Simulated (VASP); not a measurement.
Method: PBE GGA with D4 dispersion, VASP's PBE PAW potentials (set 64) (plane waves; VASP).

VASP ran on this input.

**INCAR**
```
SYSTEM  =  PbS
PREC  =  Accurate; ENCUT  =  520; LREAL  =  F
LASPH  =  T
EDIFF  =  1E-7; NELM  =  100; ALGO  =  Normal
LMAXMIX  =  4
ISMEAR  =  -5
GGA  =  PE; IVDW  =  13
ISIF  =  2
LWAVE  =  F; LCHARG  =  T; LORBIT  =  11
NEDOS  =  601
```

KPOINTS:
```
Automatic mesh
0
Gamma
9 9 9
0 0 0
```

POSCAR:
```
PbS
4.1947270
  0.0000000000   0.7071068005   0.7071068005
  0.7071068005   0.0000000000   0.7071068005
  0.7071068005   0.7071068005   0.0000000000
Pb S
1 1
Cartesian
  0.0000000000   0.0000000000   0.0000000000
  0.7071068005   0.7071068005   0.7071068005
```

POTCAR, in this order: Pb_d S (PBE.64 set). Program: vasp_std.

Output of the run:

**OUTCAR**
```
 ion  position               nearest neighbor table
   1  0.000  0.000  0.000-   2 2.97   2 2.97   2 2.97   2 2.97   2 2.97   2 2.97
   2  0.500  0.500  0.500-   1 2.97   1 2.97   1 2.97   1 2.97   1 2.97   1 2.97
  LATTYP: Found a face centered cubic cell.
 ALAT       =     5.9322399760
 Subroutine PRICEL returns:
 Original cell was already a primitive cell.
 Subroutine GETGRP returns: Found 48 space group operations
The static configuration has the point symmetry O_h .
The dynamic configuration has the point symmetry O_h .
 Subroutine INISYM returns: Found 48 space group operations
 Subroutine IBZKPT returns following result:
 Found     35 irreducible k-points:

 Following reciprocal coordinates:
            Coordinates               Weight
  0.000000  0.000000  0.000000      1.000000
  0.111111  0.000000  0.000000      8.000000
  0.222222  0.000000  0.000000      8.000000
  0.333333  0.000000  0.000000      8.000000
  0.444444  0.000000  0.000000      8.000000
  0.111111  0.111111  0.000000      6.000000
  0.222222  0.111111  0.000000     24.000000
  0.333333  0.111111  0.000000     24.000000
  0.444444  0.111111  0.000000     24.000000
...
```

**OSZICAR**
```
       N       E                     dE             d eps       ncg     rms          rms(c)
DAV:   1     0.161065754203E+03    0.16107E+03   -0.98631E+03   980   0.152E+03
DAV:   2     0.405665971851E+01   -0.15701E+03   -0.15383E+03  1034   0.357E+02
DAV:   3    -0.891528088564E+01   -0.12972E+02   -0.12920E+02  1316   0.106E+02
DAV:   4    -0.922695083285E+01   -0.31167E+00   -0.31156E+00  1092   0.196E+01
DAV:   5    -0.923921023174E+01   -0.12259E-01   -0.12259E-01  1400   0.378E+00    0.465E+00
DAV:   6    -0.875205287712E+01    0.48716E+00   -0.14849E+00  1478   0.966E+00    0.329E+00
DAV:   7    -0.875291252324E+01   -0.85965E-03   -0.15390E-01  1068   0.227E+00    0.187E+00
DAV:   8    -0.875656172132E+01   -0.36492E-02   -0.15965E-02  1064   0.162E+00    0.240E-01
DAV:   9    -0.875619274776E+01    0.36897E-03   -0.33216E-03  1510   0.596E-01    0.861E-02
DAV:  10    -0.875636375211E+01   -0.17100E-03   -0.34869E-04  1028   0.127E-01    0.470E-02
DAV:  11    -0.875637217051E+01   -0.84184E-05   -0.72343E-05  1256   0.104E-01    0.151E-02
DAV:  12    -0.875637314486E+01   -0.97436E-06   -0.44207E-06  1172   0.224E-02    0.203E-03
DAV:  13    -0.875637323796E+01   -0.93095E-07   -0.13360E-07   922   0.477E-03
   1 F= -.95130345E+01 E0= -.95130345E+01  d E =0.000000E+00
```

OUTCAR:
```
------------------------ aborting loop because EDIFF is reached ----------------------------------------
  Edisp (eV):   -0.75666
  FORCE on cell =-STRESS in cart. coord.  units (eV):
  Direction    XX          YY          ZZ          XY          YZ          ZX
  --------------------------------------------------------------------------------------
  Total       0.01104     0.01104     0.01104     0.00000     0.00000     0.00000
  in kB       0.33896     0.33896     0.33896     0.00000     0.00000     0.00000
  external pressure =        0.34 kB  Pullay stress =        0.00 kB
  volume of cell :       52.19
      direct lattice vectors                 reciprocal lattice vectors
     0.000000000  2.966119988  2.966119988    -0.168570389  0.168570389  0.168570389
     2.966119988  0.000000000  2.966119988     0.168570389 -0.168570389  0.168570389
     2.966119988  2.966119988  0.000000000     0.168570389  0.168570389 -0.168570389
  FREE ENERGIE OF THE ION-ELECTRON SYSTEM (eV)
  ---------------------------------------------------
  free  energy   TOTEN  =        -9.5130344592 eV

  energy  without entropy=       -9.5130344592  energy(sigma->0) =       -9.51303446

 total charge

# of ion       s       p       d       tot
------------------------------------------
    1        1.488   0.505   9.847  11.840
    2        1.350   2.341   0.000   3.691
--------------------------------------------------
tot          2.838   2.845   9.847  15.531
```
(Selected blocks of OUTCAR.)

The compound is PbS in the rock salt structure. It was relaxed first.
